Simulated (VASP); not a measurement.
Level of theory: PBE GGA with D3 dispersion (Becke-Johnson damping), VASP's PBE PAW potentials (set 64) (plane waves; VASP). For the first row: Run with 520 eV cut-off, 10×10×10 Γ-centred mesh, first-order Methfessel-Paxton smearing of 0.10 eV, potentials Si Ni.

| system | energy (eV/atom) |
|---|---|
| NiSi2 (fluorite) | -6.2331 |
| Si (diamond) | -5.7348 |
| Ni (fcc) | -5.9433 |

The references are the elements' solids at the same level; no temperature or zero-point terms are added.

Problem. What is the formation energy per atom of NiSi2?

Solution. The references average (2×(-5.7348) + 1×(-5.9433))/3 = -5.8043 eV, so the formation energy is -6.2331 − (-5.8043) = -0.429 eV/atom.
